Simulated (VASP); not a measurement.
Here is the system:

```
PbSe
1.0
    0.00000     3.08174     3.08174
    3.08174     0.00000     3.08174
    3.08174     3.08174     0.00000
Pb Se
1 1
Direct
  0.00000   0.00000   0.00000
  0.50000   0.50000   0.50000
```

Calculation: revTPSS meta-GGA, VASP's PBE PAW potentials (set 64) (plane waves; VASP). Settings: 520 eV cut-off, 8×8×8 Γ-centred mesh, tetrahedra with Blöchl corrections, potentials Pb_d Se.

Unless said otherwise, spin-orbit coupling is left out, though it shifts the bands of the heavy elements here.

Question: Give the energies of bands 7 to 13 at the high-symmetry points, in eV from the valence-band maximum.

Answer: 
```
band      Γ      X      U      L      W
----  -----  -----  -----  -----  -----
7     -6.23  -7.24  -7.89  -8.65  -7.86
8     -1.77  -4.89  -4.48  -1.41  -4.13
9     -1.77  -3.12  -2.62  -1.41  -4.13
10    -1.77  -3.12  -2.31   0.00  -0.74
11     4.84   3.65   3.45   0.38   2.09
12     4.84   5.71   4.17   1.91   4.97
13     4.84   5.71   5.47   1.91   4.97
```

The gap is direct, 0.38 eV, from the valence maximum at L to the conduction minimum at L.

The compound is PbSe in the rock salt structure. It was relaxed first.
